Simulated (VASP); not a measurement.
A run of VASP 6.6.1 is set up as follows.

Contents of POSCAR:

```
InAs
1.0
    0.0000000000      3.0300000000      3.0300000000
    3.0300000000      0.0000000000      3.0300000000
    3.0300000000      3.0300000000      0.0000000000
In As
1 1
Direct
    0.0000000000      0.0000000000      0.0000000000
    0.2500000000      0.2500000000      0.2500000000
```

INCAR.step1

```
  PREC = Accurate
  ENCUT = 600
  ISMEAR = 0
  SIGMA = 0.01
  LREAL = False
  LASPH = True
  NELM = 100
  GGA = PE
  ALGO = Normal
  EDIFF = 1E-4
  LWAVE = True
  LCHARG = False
```

Contents of INCAR.step2:

```
  PREC = Accurate
  ENCUT = 600
  EDIFF = 1E-6
  ISMEAR = 0
  SIGMA = 0.01
  LREAL = False
  LASPH = True
  NELM = 100
  ALGO = Normal
  ISIF = 3
  LWAVE = False
  LCHARG = False
  METAGGA = R2SCAN
  LMIXTAU = True
  IBRION = 2
  NSW = 80
  EDIFFG = -0.002
  ISTART = 1
```

KPOINTS

```
regular mesh
0
Gamma
  10 10 10
```

Potentials or basis: VASP PAW PBE potentials, release 64 (In_d, As).

Launch:

```console
$ cat potpaw_PBE.64/In_d/POTCAR potpaw_PBE.64/As/POTCAR > POTCAR
$ cp INCAR.step1 INCAR
$ mpirun -np 1 vasp_std > vasp.out
$ cp INCAR.step2 INCAR
$ mpirun -np 1 vasp_std > vasp.out
```

Q: What does it give for the space group after relaxing (to 0.05 Å)?

A: F-43m (No. 216).

Q: Estimate the band gap on the k mesh.

A: 0.08 eV, direct.

Final structure:
```xyz
2
Lattice="0.0000 3.0545 3.0545 3.0545 0.0000 3.0545 3.0545 3.0545 0.0000" Properties=species:S:1:pos:R:3 pbc="T T T"
In    0.0000    0.0000    0.0000
As    1.5272    1.5272    1.5272
```

Caveat: spin-orbit coupling is left out, which moves the levels of the heavy elements. r2SCAN opens gaps a little over a GGA but as a rule still falls short of measured ones.
